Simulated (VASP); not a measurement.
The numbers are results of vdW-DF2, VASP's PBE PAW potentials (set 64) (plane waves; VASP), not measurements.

Input for VASP

POSCAR:
```
C
1
    1.2384286029    -2.1450207584     0.0000000000
    1.2384286029     2.1450207584     0.0000000000
    0.0000000000     0.0000000000     7.0306054228
C
4
Direct
  1.0000000000   0.0000000000   0.2500000000
  0.0000000000   1.0000000000   0.7500000000
  0.3333330000   0.6666670000   0.2500000000
  0.6666670000   0.3333330000   0.7500000000
```

**INCAR**
```
AGGAC=0.0
ALGO=Normal
EDIFF=1E-6
EDIFFG=-0.02
ENCUT=520
GGA=ML
IBRION=2
ISIF=3
ISMEAR=1
LASPH=T
LCHARG=F
LREAL=F
LUSE_VDW=T
LWAVE=F
NELM=100
NSW=60
PREC=Accurate
SIGMA=0.1
SYSTEM=C
ZAB_VDW=-1.8867
```

File KPOINTS:
```
Automatic mesh
0
Gamma
13 13 4
0 0 0
```

POTCAR, in this order: C (PBE.64 set). Program: vasp_std.

What VASP printed:

File OSZICAR:
```
       N       E                     dE             d eps       ncg     rms          rms(c)
DAV:   1     0.577918798786E+02    0.57792E+02   -0.83648E+03  1512   0.123E+03
DAV:   2    -0.291096397588E+02   -0.86902E+02   -0.79632E+02  2064   0.235E+02
DAV:   3    -0.331341676362E+02   -0.40245E+01   -0.39946E+01  1944   0.528E+01
DAV:   4    -0.331899696830E+02   -0.55802E-01   -0.55734E-01  1908   0.703E+00
DAV:   5    -0.331913571462E+02   -0.13875E-02   -0.13871E-02  1884   0.108E+00    0.873E+00
DAV:   6    -0.311231561391E+02    0.20682E+01   -0.23322E+00  1744   0.103E+01    0.496E+00
DAV:   7    -0.304722293903E+02    0.65093E+00   -0.27023E+00  1776   0.110E+01    0.163E+00
DAV:   8    -0.304802944923E+02   -0.80651E-02   -0.93616E-02  1776   0.223E+00    0.282E-01
DAV:   9    -0.304771587047E+02    0.31358E-02   -0.97152E-03  1880   0.705E-01    0.309E-02
DAV:  10    -0.304771966871E+02   -0.37982E-04   -0.30532E-04  1908   0.157E-01    0.223E-02
DAV:  11    -0.304771980059E+02   -0.13188E-05   -0.60476E-06  1884   0.225E-02    0.276E-03
DAV:  12    -0.304771986621E+02   -0.65622E-06   -0.18302E-07  1404   0.427E-03
   1 F= -.30477199E+02 E0= -.30477242E+02  d E =-.304772E+02
```

**OUTCAR**
```
------------------------ aborting loop because EDIFF is reached ----------------------------------------
  FORCE on cell =-STRESS in cart. coord.  units (eV):
  Direction    XX          YY          ZZ          XY          YZ          ZX
  --------------------------------------------------------------------------------------
  Total       -0.0323069     -0.0323069      0.0063576      0.0000000     -0.0000000      0.0000000
  in kB       -1.3857354     -1.3857347      0.2726974      0.0000000     -0.0000000      0.0000000
  external PRESSURE =      -0.8329242 kB  Pullay stress =       0.0000000 kB
  volume of cell :       37.35
      direct lattice vectors                 reciprocal lattice vectors
     1.238428603 -2.145020758  0.000000000     0.403737445 -0.233097977  0.000000000
     1.238428603  2.145020758  0.000000000     0.403737445  0.233097977  0.000000000
     0.000000000  0.000000000  7.030605423     0.000000000  0.000000000  0.142235261
 POSITION                                       TOTAL-FORCE (eV/Angst)
 -----------------------------------------------------------------------------------
      0.00000      0.00000      1.75765        -0.000000      0.000000      0.000000
      0.00000      0.00000      5.27295         0.000000     -0.000000      0.000000
      1.23843      0.71501      1.75765        -0.000000      0.000000     -0.000000
      1.23843     -0.71501      5.27295         0.000000     -0.000000     -0.000000
 -----------------------------------------------------------------------------------
    total drift:                                0.000000     -0.000000      0.000000
  FREE ENERGIE OF THE ION-ELECTRON SYSTEM (eV)
  ---------------------------------------------------
  free  energy   TOTEN  =       -30.4771986621 eV

  energy  without entropy=      -30.4773296248  energy(sigma->0) =      -30.47724232

 reached required accuracy - stopping structural energy minimisation
```
(Selected blocks of OUTCAR.)

The compound is C in the graphite structure. It was relaxed first, which changed the volume by +6 %. The start is the result of an earlier pass.
